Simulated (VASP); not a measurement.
An input for Ansatz (written as the equivalent of a VASP run, and not itself run):

Ansatz 0.2 input:
```yaml
crystal:
  lattice:
    - [4.4400000, 2.2200000, 2.2200000]
    - [2.2200000, 4.4400000, 2.2200000]
    - [2.2200000, 2.2200000, 4.4400000]
  atoms:
    - { symbol: Mn, position: [0.0000000, 0.0000000, 0.0000000], spin: 5 }
    - { symbol: Mn, position: [0.5000000, 0.5000000, 0.5000000], spin: -5 }
    - { symbol: O, position: [0.2500000, 0.2500000, 0.2500000] }
    - { symbol: O, position: [0.7500000, 0.7500000, 0.7500000] }
kpoints:
  mp_grid: { grid: [7, 7, 7] }
hamiltonian:
  xc: pbe
  pseudopotentials: { kind: paw }
magnetization: { spin_polarized: true }
scf:
  occupations: { method: gaussian, width: 0.05 }
  max_iter: 100
output: { forces: true, stress: true, eigenvalues: true }
```

Q: Write the VASP files for the same calculation (PBE).

A: Several could match; the one computed here: 
File KPOINTS:
```
Automatic
0
gamma
 7 7 7
0 0 0
```

INCAR:
```
SYSTEM = MnO
PREC = Accurate; ENCUT = 520; LREAL = F
LASPH = T
EDIFF = 1E-6; NELM = 100; ALGO = Normal
LMAXMIX = 4
ISMEAR = 0; SIGMA = 0.05
GGA = PE
MAGMOM = 5.0 -5.0 0.0 0.0
ISPIN = 2
ISIF = 2
LWAVE = F; LCHARG = F; LORBIT = 10
```

File POSCAR:
```
MnO
1.0
  4.4400000000   2.2200000000   2.2200000000
  2.2200000000   4.4400000000   2.2200000000
  2.2200000000   2.2200000000   4.4400000000
Mn O
2 2
Direct
  0.0000000000   0.0000000000   0.0000000000
  0.5000000000   0.5000000000   0.5000000000
  0.2500000000   0.2500000000   0.2500000000
  0.7500000000   0.7500000000   0.7500000000
```

POTCAR, in this order: Mn_pv O (PBE.64 set). Program: vasp_std.

The two are equivalent in intent, not identical: each code has its own PAW files, so the cut-off isn't converted (ENCUT is set for VASP's; basis.ecutwfc is left out, and Ansatz then takes the one that its files recommend); Ansatz stops its SCF on the density residual and VASP on the energy change (EDIFF).

The compound is MnO in the rock salt, AFM-II order structure. The cell was not relaxed at this level.
